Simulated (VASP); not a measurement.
Consider the following.

```xyz
4
Lattice="1.5358 -2.6600 0.0000 1.5358 2.6600 0.0000 0.0000 0.0000 5.0433" Properties=species:S:1:pos:R:3 pbc="T T T"
Si     1.5358    -0.8867     2.5197
Si     1.5358     0.8867     5.0414
C      1.5358    -0.8867     4.4147
C      1.5358     0.8867     1.8931
```

All values below come from SCAN meta-GGA, VASP's PBE PAW potentials (set 64) (plane waves; VASP). Numerical set-up: 520 eV cut-off, 9×9×5 Γ-centred mesh, tetrahedra with Blöchl corrections, potentials Si C.

The cores are frozen, which limits the accuracy of field gradients.

Question: Give the principal components of the electric field gradient (V/Å²) and the asymmetry η at each nucleus.

Answer: 
| atom | Vxx | Vyy | Vzz | η |
|---|---|---|---|---|
| Si1 | -1.9 | -1.9 | 3.8 | 0.00 |
| Si2 | -1.9 | -1.9 | 3.8 | 0.00 |
| C3 | -1.1 | -1.1 | 2.3 | 0.00 |
| C4 | -1.1 | -1.1 | 2.3 | 0.00 |

The compound is SiC in the wurtzite structure, the rare 2H polytype. It was relaxed first.
